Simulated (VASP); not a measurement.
Here is the system:

```
KMgF3
1.0
    3.95975     0.00000     0.00000
    0.00000     3.95975     0.00000
    0.00000     0.00000     3.95975
K Mg F
1 1 3
Direct
  0.00000   0.00000   0.00000
  0.50000   0.50000   0.50000
  0.50000   0.00000   0.50000
  0.00000   0.50000   0.50000
  0.50000   0.50000   0.00000
```

Level of theory: SCAN meta-GGA, VASP's PBE PAW potentials (set 64) (plane waves; VASP 6.6.1). Settings: 520 eV cut-off, 6×6×6 Γ-centred mesh, tetrahedra with Blöchl corrections, potentials K_sv Mg F.

Tabulate the total density of states (states/eV per cell) against energy (eV; zero at the valence-band maximum or, without a gap, the Fermi level).

| E (eV) | DOS (states/eV) |
|---|---|
| -9.95 | 0.00 |
| -9.71 | 0.00 |
| -9.47 | 3.97 |
| -9.23 | 21.4 |
| -8.99 | 0.00 |
| -8.63 | 0.00 |
| -8.39 | 0.00 |
| -8.15 | 0.00 |
| -7.91 | 0.00 |
| -7.67 | 0.00 |
| -7.43 | 0.00 |
| -7.19 | 0.00 |
| -6.95 | 0.00 |
| -6.71 | 0.00 |
| -6.47 | 0.00 |
| -6.11 | 0.00 |
| -5.87 | 0.00 |
| -5.63 | 0.00 |
| -5.39 | 0.00 |
| -5.15 | 0.00 |
| -4.91 | 0.00 |
| -4.67 | 0.00 |
| -4.43 | 0.00 |
| -4.19 | 0.00 |
| -3.95 | 0.00 |
| -3.59 | 0.62 |
| -3.35 | 1.11 |
| -3.11 | 2.22 |
| -2.87 | 2.32 |
| -2.63 | 1.57 |
| -2.39 | 1.84 |
| -2.15 | 4.57 |
| -1.91 | 8.06 |
| -1.67 | 4.15 |
| -1.43 | 5.59 |
| -1.07 | 8.05 |
| -0.83 | 5.57 |
| -0.59 | 10.7 |
| -0.35 | 9.58 |
| -0.11 | 4.39 |
| 0.13 | 0.00 |
| 0.37 | 0.00 |
| 0.61 | 0.00 |
| 0.85 | 0.00 |
| 1.09 | 0.00 |
| 1.45 | 0.00 |
| 1.69 | 0.00 |
| 1.93 | 0.00 |
| 2.17 | 0.00 |
| 2.41 | 0.00 |
| 2.65 | 0.00 |
| 2.89 | 0.00 |
| 3.13 | 0.00 |
| 3.37 | 0.00 |
| 3.61 | 0.00 |
| 3.97 | 0.00 |
| 4.21 | 0.00 |
| 4.45 | 0.00 |
| 4.69 | 0.00 |
| 4.93 | 0.00 |
| 5.17 | 0.00 |
| 5.41 | 0.00 |
| 5.65 | 0.00 |
| 5.89 | 0.00 |
| 6.13 | 0.00 |
| 6.49 | 0.00 |
| 6.73 | 0.00 |
| 6.97 | 0.00 |
| 7.21 | 0.00 |
| 7.45 | 0.00 |
| 7.69 | 0.00 |
| 7.93 | 0.00 |
| 8.17 | 0.00 |
| 8.41 | 0.00 |
| 8.65 | 0.03 |
| 9.01 | 0.14 |
| 9.25 | 0.19 |
| 9.49 | 0.21 |
| 9.73 | 0.26 |
| 9.97 | 0.33 |
Within 2 eV below the valence-band maximum the largest weight inside VASP's projection spheres is F p.

The compound is KMgF3 in the cubic perovskite structure. It was relaxed first.
